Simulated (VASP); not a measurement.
Given:

```yaml
crystal:
  lattice:
    - [0.00000, 2.13704, 2.13704]
    - [2.13704, 0.00000, 2.13704]
    - [2.13704, 2.13704, 0.00000]
  atoms:
    - { symbol: Li, position: [0.25000, 0.25000, 0.25000] }
    - { symbol: Li, position: [0.75000, 0.75000, 0.75000] }
    - { symbol: O, position: [0.00000, 0.00000, 0.00000] }
```

Level of theory: PBE GGA, VASP's PBE PAW potentials (set 64) (plane waves; VASP 6.6.1). Settings: 620 eV cut-off, 9×9×9 Γ-centred mesh, Gaussian smearing of 0.050 eV, potentials Li_sv O.

### Question
Predict the energy per atom (σ→0), pressure.

### Answer

```
Property                       Result
---------------------  --------------
energy per atom (σ→0)  -4.643 eV/atom
pressure                   301.4 kbar
```

Only differences to runs with the same potentials and settings are physical.

The compound is Li2O in the antifluorite structure. It was relaxed first under an external pressure of 30 GPa.
